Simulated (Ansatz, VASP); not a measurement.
# Cross-check of SnTe between VASP and Ansatz, part 2 of 2

Aim: how closely do two programs agree when they are given the same cell, functional and k mesh? Of the first pair: The cell is taken from a series of runs on this material, whose earlier steps may have relaxed, scaled, displaced or heated it; both programs get it as it stands.

VASP 6.6.1 and Ansatz 0.2.0.

So far: Starting point; VASP: relaxation of cell and atoms, PBEsol; Ansatz: relaxation of cell and atoms, PBEsol; Comparison.

### Step 5. Ansatz: relaxation, PBEsol

Level of this step: Ansatz beside VASP: Kohn-Sham DFT, plane waves, PBEsol (Ansatz).

This run makes the geometry at which the two programs are then compared. This pair takes another cell of the material, with 4 atoms against 2 for the pair before.

The structure compared here is the end of the Ansatz relaxation.

Contents of input.yaml:

```yaml
crystal:
  lattice:
    - [4.40228745, 0.0, 0.0]
    - [0.0, 4.40228745, 0.0]
    - [0.0, 0.0, 6.326392966]
  atoms:
    - { symbol: Te, position: [0.0, 0.0, 0.5] }
    - { symbol: Te, position: [0.5, 0.5, 0.0] }
    - { symbol: Sn, position: [0.0, 0.0, 0.0] }
    - { symbol: Sn, position: [0.5, 0.5, 0.5] }
kpoints:
  mp_grid: { grid: [6, 6, 5] }
scf:
  occupations: { method: fermi_dirac, width: 0.02 }
hamiltonian:
  xc: pbesol
  pseudopotentials: { kind: paw, azcp: { folder: soft_1 }, xc_functional: pbe }
basis:
  ecutwfc: 600
output:
  forces: true
  stress: true
  write_density: true
  write_potential: true
  elf: true
  volumetric_format: npy
relax:
  f_tol: 0.005
  max_steps: 70
  cell: { stress_tol: 0.02, p_target: 0, fix: [a, b, alpha, beta, gamma] }
```

Started as:

```sh
> ansatz run input.yaml --threads 4 --pin off --max-ram 18432MiB --backend cpu --events-out ev --progress --plain --runs-dir out
```

Numbers of over 12 decimals in the logs are rounded to 6 here.

The log of the run:

```text
[...]
Crystal: 4 atoms, lattice volume = 122.606 Å³
Basis set: ecut = 600 eV, 4121 PW (Γ), exchange–correlation on 72×72×108 points (8 copies of the dense FFT grid, shifted against one another)
Bands: 36, of which v1, the nominal top of the filled ones, is band 30 counted from 1 (29 counted from 0)
Symmetry: 32 space group operations
[...]
k-points: 30 of 180
[...]
--- Relaxed structure (3 steps of the walk, 3 accepted, 1 SCFs on fresh bases) ---
[...]
cell:  # Å, volume = 122.0267 Å³
    - [4.40228745, 0, 0]
    - [0, 4.40228745, 0]
    - [0, 0, 6.296483]
  atoms:
    - { symbol: Te, position: [0, 0, 0.5] }
    - { symbol: Te, position: [0.5, 0.5, 0] }
    - { symbol: Sn, position: [0, 0, 0] }
    - { symbol: Sn, position: [0.5, 0.5, 0.5] }
[key lines of the parts left out:]
SCF converged after 7 iterations
Free energy (F): -25704.005356 eV
Fermi energy:    9.846778 eV
P = ⅓ Tr σ = 0.9931 GPa (9.931 kbar)
```

### Step 6. VASP: single point, PBEsol, pair 2

The same cell, functional, mesh and smearing now go to VASP, with its own data sets.

Contents of INCAR:

```
SYSTEM = SnTe
PREC = Accurate
ENCUT = 500
EDIFF = 1E-06
NELM = 120
ISMEAR = -1
SIGMA = 0.02
LREAL = .FALSE.
ALGO = Normal
GGA = PS
NBANDS = 26
LORBIT = 11
LWAVE = .FALSE.
LCHARG = .FALSE.
ISIF = 2
LASPH = .TRUE.
GGA_COMPAT = .FALSE.
EFERMI = MIDGAP
KPAR = 2
```

Contents of POSCAR:

```
SnTe
1.0
    4.4022874500      0.0000000000      0.0000000000
    0.0000000000      4.4022874500      0.0000000000
    0.0000000000      0.0000000000      6.2964829146
Te Sn
2 2
Direct
    0.0000000000      0.0000000000      0.5000000000
    0.5000000000      0.5000000000      0.0000000000
    0.0000000000      0.0000000000      0.0000000000
    0.5000000000      0.5000000000      0.5000000000
```

Contents of KPOINTS:

```
Automatic mesh
0
Gamma
6 6 5
0 0 0
```

PAW data sets: Te and Sn_d (PBE family, release 64).

Started as:

```sh
> mpirun -np 2 vasp_std
```

The log of the run:

```text
[banner, memory and clock lines left out]
running    2 mpi-ranks, on    1 nodes
[...]
[... a notice as in an earlier step ...]

 LDA part: xc-table for (Slater+PW92), standard interpolation
 POSCAR, INCAR and KPOINTS ok, starting setup
[...]
entering main loop
       N       E                     dE             d eps       ncg     rms          rms(c)
DAV:   1     0.326151266418E+03    0.32615E+03   -0.18479E+04  1576   0.179E+03
DAV:   2     0.242359230465E+02   -0.30192E+03   -0.29665E+03  1624   0.449E+02
DAV:   3    -0.150144432100E+02   -0.39250E+02   -0.38512E+02  1930   0.148E+02
DAV:   4    -0.167042475140E+02   -0.16898E+01   -0.16841E+01  1820   0.318E+01
[...]
DAV:  10    -0.166645052021E+02    0.94126E-04   -0.37186E-04  1988   0.153E-01    0.898E-02
DAV:  11    -0.166645065659E+02   -0.13638E-05   -0.30222E-05  1748   0.296E-02    0.214E-02
DAV:  12    -0.166645056202E+02    0.94572E-06   -0.45475E-06  1634   0.128E-02
   1 F= -.16664506E+02 E0= -.16664505E+02  d E =-.112245E-05
```

From OUTCAR (step 6):

```text
  Total        1.1694944      1.1694944      0.0209202      0.0000000      0.0000000      0.0000000
  in kB       15.3551450     15.3551450      0.2746769      0.0000000      0.0000000      0.0000000
  external PRESSURE =      10.3283223 kB  Pullay stress =       0.0000000 kB

 POSITION                                       TOTAL-FORCE (eV/Angst)
 -----------------------------------------------------------------------------------
      0.00000      0.00000      3.14824        -0.000000      0.000000      0.000000
      2.20114      2.20114      0.00000        -0.000000      0.000000      0.000000
      0.00000      0.00000      0.00000        -0.000000      0.000000      0.000000
      2.20114      2.20114      3.14824         0.000000     -0.000000     -0.000000
 -----------------------------------------------------------------------------------
    total drift:                                0.000000      0.000000     -0.000000

  FREE ENERGIE OF THE ION-ELECTRON SYSTEM (eV)
  ---------------------------------------------------
  free  energy   TOTEN  =       -16.6645056202 eV

  energy  without entropy=      -16.6645044977  energy(sigma->0) =      -16.66450506

[... 3 further parts left out ...]
[key lines of the parts left out:]
E-fermi :   7.0331
```

The run ends at a pressure of 1.03 GPa.

### Step 7. Side by side

What differs besides the data sets and the points named for the pairs above, as far as they apply: the data sets hold 60 valence electrons in Ansatz (on its PAW soft_1 files) and 40 in VASP; Ansatz's pressure holds a Pulay correction, VASP's none. Total energies have different zeros and are not compared.

The two programs side by side:

```tsv
quantity	Ansatz	VASP	difference
pressure (GPa)	0.99	1.03	-0.04
gap on the k mesh (eV)	0.423	0.425	-0.002
```

A gap on the mesh is an upper bound, since the band edges may lie between its points.

### Step 8. Ansatz: relaxation, PBEsol

This run makes the geometry at which the two programs are then compared. The cell compared in this pair holds 126.89 Å³, against 122.03 Å³ for the pair before.

The structure compared here is the end of the Ansatz relaxation.

Edit input.yaml of step 5 so:

```diff
@@ -2,5 +2,5 @@
   lattice:
-    - [4.40228745, 0.0, 0.0]
-    - [0.0, 4.40228745, 0.0]
-    - [0.0, 0.0, 6.326392966]
+    - [4.49122255, 0.0, 0.0]
+    - [0.0, 4.49122255, 0.0]
+    - [0.0, 0.0, 6.250929034]
   atoms:
```

Started as:

```sh
> ansatz run input.yaml --threads 4 --pin off --max-ram 18432MiB --backend cpu --events-out ev --progress --plain --runs-dir out
```

The log of the run:

```text
[...]
Crystal: 4 atoms, lattice volume = 126.088 Å³
Basis set: ecut = 600 eV, 4177 PW (Γ), exchange–correlation on 72×72×100 points (8 copies of the dense FFT grid, shifted against one another)
Bands: 36, of which v1, the nominal top of the filled ones, is band 30 counted from 1 (29 counted from 0)
Symmetry: 32 space group operations
[...]
k-points: 30 of 180
[...]
--- Relaxed structure (3 steps of the walk, 3 accepted, 1 SCFs on fresh bases) ---
[...]
cell:  # Å, volume = 126.8935 Å³
    - [4.49122255, 0.0, 0.0]
    - [0.0, 4.49122255, 0.0]
    - [0.0, 0.0, 6.290865]
  atoms:
    - { symbol: Te, position: [0, 0, 0.5] }
    - { symbol: Te, position: [0.5, 0.5, 0] }
    - { symbol: Sn, position: [0, 0, 0] }
    - { symbol: Sn, position: [0.5, 0.5, 0.5] }
[key lines of the parts left out:]
SCF converged after 6 iterations
Free energy (F): -25704.006605 eV
Fermi energy:    9.206319 eV
P = ⅓ Tr σ = -0.8575 GPa (-8.575 kbar)
```

### Step 9. VASP: single point, PBEsol, pair 3

The same cell, functional, mesh and smearing now go to VASP, with its own data sets.

INCAR is that of step 6.

Contents of POSCAR:

```
SnTe
1.0
    4.4912225500      0.0000000000      0.0000000000
    0.0000000000      4.4912225500      0.0000000000
    0.0000000000      0.0000000000      6.2908651873
Te Sn
2 2
Direct
    0.0000000000      0.0000000000      0.5000000000
    0.5000000000      0.5000000000      0.0000000000
    0.0000000000      0.0000000000      0.0000000000
    0.5000000000      0.5000000000      0.5000000000
```

KPOINTS is that of step 6.

Started as:

```sh
> mpirun -np 2 vasp_std
```

The log of the run:

```text
[... set-up lines as in an earlier step ...]
 entering main loop
       N       E                     dE             d eps       ncg     rms          rms(c)
DAV:   1     0.321901588413E+03    0.32190E+03   -0.18153E+04  1582   0.173E+03
DAV:   2     0.237293286160E+02   -0.29817E+03   -0.29309E+03  1584   0.435E+02
DAV:   3    -0.151151762129E+02   -0.38845E+02   -0.38160E+02  1910   0.147E+02
DAV:   4    -0.167267614238E+02   -0.16116E+01   -0.16068E+01  1848   0.316E+01
[...]
DAV:  10    -0.166669791286E+02    0.14083E-03   -0.46747E-04  1896   0.166E-01    0.595E-02
DAV:  11    -0.166669831614E+02   -0.40328E-05   -0.62016E-05  2008   0.423E-02    0.177E-02
DAV:  12    -0.166669824775E+02    0.68394E-06   -0.41892E-06  1604   0.125E-02
   1 F= -.16666982E+02 E0= -.16666982E+02  d E =-.279880E-06
```

From OUTCAR (step 9):

```text
  Total       -1.0003216     -1.0003216      0.0075232      0.0000000      0.0000000     -0.0000000
  in kB      -12.6302139    -12.6302139      0.0949885      0.0000000      0.0000000     -0.0000000
  external PRESSURE =      -8.3884798 kB  Pullay stress =       0.0000000 kB

 POSITION                                       TOTAL-FORCE (eV/Angst)
 -----------------------------------------------------------------------------------
      0.00000      0.00000      3.14543         0.000000      0.000000     -0.000000
      2.24561      2.24561      0.00000         0.000000      0.000000     -0.000000
      0.00000      0.00000      0.00000         0.000000      0.000000     -0.000000
      2.24561      2.24561      3.14543        -0.000000     -0.000000      0.000000
 -----------------------------------------------------------------------------------
    total drift:                                0.000000      0.000000      0.000000

  FREE ENERGIE OF THE ION-ELECTRON SYSTEM (eV)
  ---------------------------------------------------
  free  energy   TOTEN  =       -16.6669824775 eV

  energy  without entropy=      -16.6669821976  energy(sigma->0) =      -16.66698234

[... 1 part as in an earlier step ...]

[... 2 further parts left out ...]
[key lines of the parts left out:]
E-fermi :   6.4988
```

The run ends at a pressure of -0.84 GPa.

### Step 10. Differences

What differs besides the data sets and the points named for the pairs above, as far as they apply: the data sets hold 60 valence electrons in Ansatz (on its PAW soft_1 files) and 40 in VASP. Total energies have different zeros and are not compared.

The two programs side by side:

```tsv
quantity	Ansatz	VASP	difference
pressure (GPa)	-0.86	-0.84	-0.02
gap on the k mesh (eV)	0.483	0.484	-0.001
```

A gap on the mesh is an upper bound, since the band edges may lie between its points.

### Step 11. Outcome

```
difference in volume (relaxation of cell and atoms, PBEsol)    : -0.017 %
difference in gap on the k mesh (single point, PBEsol, pair 2) : -0.0017 eV
difference in gap on the k mesh (single point, PBEsol, pair 3) : -0.0011 eV
```

What this shows: The difference in gap on the k mesh is -0.0017 eV (single point, PBEsol, pair 2), within the 0.08 eV picked in this series as the mark of a large difference. The data sets hold unlike numbers of valence electrons (30 in Ansatz and 20 in VASP and 60 in Ansatz and 40 in VASP), so part of the differences comes from the potentials. 4 further runs of this series are not shown here. How closely two codes agree says nothing of how well the functional describes the real material.

[Lines on the potential files, build, host, timing and source positions are cut from VASP's logs without a mark.]

[Logs are printed without paths, hosts, clocks, repeated set-up lines and the standing remarks that a program may print on its own settings, such as how far it seeks lower states.]

[Hosts, paths, dates, database ids (printed as entryN), source tags and the programs' standing remarks are cut or masked in the printed files.]
